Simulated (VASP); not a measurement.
CrO$_{2}$ (rutile) is relaxed at rising pressure, each step from the one before. Symmetry mostly holds the structure type, and other phases were not tried. The mesh follows the cell, and a change of mesh leaves a small step in the series.

Given:

```
CELL_PARAMETERS angstrom
      4.44502     0.00000     0.00000
      0.00000     4.44502     0.00000
      0.00000     0.00000     2.92391
ATOMIC_POSITIONS crystal
  Cr 0.00000 0.00000 0.00000
  Cr 0.50000 0.50000 0.50000
  O  0.30362 0.30362 0.00000
  O  0.80362 0.19638 0.50000
  O  0.19638 0.80362 0.50000
  O  0.69638 0.69638 0.00000
```
Starting moments (μB, in the order of the record's atoms Cr Cr O O O O): 2.1 2.1 -0.1 -0.1 -0.1 -0.1.

Computed with PBE GGA, VASP's PBE PAW potentials (set 64) (plane waves; VASP 6.6.1). Settings: 620 eV cut-off, 7×7×10 Γ-centred mesh, first-order Methfessel-Paxton smearing of 0.10 eV, potentials Cr_pv O.

```json
[
 {"P (GPa)": "0", "V (Å³/atom)": "9.63", "H − H(0) (eV/atom)": "0.000", "space group": "P4_2/mnm", "gap on the mesh (eV)": "0.00", "k-mesh": "7×7×10"},
 {"P (GPa)": "5", "V (Å³/atom)": "9.43", "H − H(0) (eV/atom)": "0.298", "space group": "P4_2/mnm", "gap on the mesh (eV)": "0.00", "k-mesh": "7×7×11"},
 {"P (GPa)": "10", "V (Å³/atom)": "9.25", "H − H(0) (eV/atom)": "0.590", "space group": "P4_2/mnm", "gap on the mesh (eV)": "0.00", "k-mesh": "7×7×11"},
 {"P (GPa)": "20", "V (Å³/atom)": "8.95", "H − H(0) (eV/atom)": "1.160", "space group": "P4_2/mnm", "gap on the mesh (eV)": "0.00", "k-mesh": "7×7×11"},
 {"P (GPa)": "30", "V (Å³/atom)": "8.69", "H − H(0) (eV/atom)": "1.711", "space group": "P4_2/mnm", "gap on the mesh (eV)": "0.00", "k-mesh": "7×7×11"},
 {"P (GPa)": "45", "V (Å³/atom)": "8.37", "H − H(0) (eV/atom)": "2.511", "space group": "P4_2/mnm", "gap on the mesh (eV)": "0.00", "k-mesh": "7×7×11"}
]
```

Pressures at which the relaxation failed are left out.

The compound is CrO2 in the rutile structure. The spin order is the one that the start imposed; others were not tried in this run.
